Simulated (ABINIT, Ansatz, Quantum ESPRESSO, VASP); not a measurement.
# Code comparison for KMgH₃ (P1, 5 atoms in the cell)

Self-consistent single point, at a second geometry (atoms moved at random). First geometry:

```
CELL_PARAMETERS angstrom
      3.98810     0.00000     0.00000
      0.00000     3.98810     0.00000
      0.00000     0.00000     3.98810
ATOMIC_POSITIONS crystal
  K  0.00000 0.00000 0.00000
  Mg 0.50000 0.50000 0.50000
  H  0.50000 0.00000 0.50000
  H  0.00000 0.50000 0.50000
  H  0.50000 0.50000 0.00000
```

Second geometry:
```xyz
5
Lattice="3.9881 0.0000 0.0000 0.0000 3.9881 0.0000 0.0000 0.0000 3.9881" Properties=species:S:1:pos:R:3 pbc="T T T"
K      0.0320    -0.0057    -0.0661
Mg     2.0497     1.9998     1.9762
H      1.9751     0.0627     1.9891
H     -0.0465     2.0171     2.0362
H      1.9720     1.9083     0.0467
```

Shared settings, as Ansatz (an electronic-structure program) writes them: kpoints.mp_grid.grid = 4 4 4; scf.occupations.method = fixed. Potentials and cutoffs stand in the table.

| code | model | ΔF from the first geometry (meV/atom) | pressure (GPa) | largest force (eV/Å) | gap on the mesh (eV) | cutoff |
|---|---|---|---|---|---|---|
| Ansatz | LDA (PW92), PAW files made with PBE | 10.1 | -1.82 | 0.407 | 2.124 | default |
| Quantum ESPRESSO | LDA (PZ), GBRV 1.5 ultrasoft (LDA) pseudopotentials | 10.2 | -2.41 | 0.410 | 2.123 | 40 Ry |
| ABINIT | LDA (PW92), PAW (JTH v2.0 LDA PAW) | 10.2 | -1.63 | 0.411 | 2.129 | 30 Ha |
| VASP | LDA (PZ), VASP's LDA PAW potentials (set 64) | 10.4 | -3.06 | 0.423 | 2.109 | 300 eV |

Size of the force on each atom (eV/Å): Sizes of forces hide their directions.

```tsv
code	K1	Mg2	H3	H4	H5
Ansatz	0.162	0.407	0.335	0.362	0.323
Quantum ESPRESSO	0.163	0.410	0.336	0.364	0.324
ABINIT	0.164	0.411	0.337	0.366	0.326
VASP	0.165	0.423	0.345	0.376	0.332
```

Gaps are read on the mesh.

The spread over the programs that give each value: ΔF from the first geometry within 0.3 meV/atom; pressure within 1.43 GPa; largest force within 0.016 eV/Å; gap on the mesh within 0.020 eV.

Ansatz's pressure is given at a fixed set of plane waves, as the other plane-wave codes print theirs; with its correction for the finite basis it is -1.76 GPa. The same LDA comes in different parametrisations, which differ slightly.

VASP's run is marked for a possible Pulay error in its stress at this cutoff; no cutoff test was made.

VASP ran the fixed occupations as a Gaussian smearing of 0.01 eV.

The starting cell comes from a database of computed structures (which also holds hypothetical and non-ambient phases and stackings), without a prior relaxation at this level. For this run, on top of that: atoms moved at random.

Left out of this page: GPAW, Elk, FLEUR and SIESTA (not drawn, or without a comparable value); CP2K (unsound by tests on forces, stress, charge or solver warnings).

Keys are those of Ansatz 0.2.
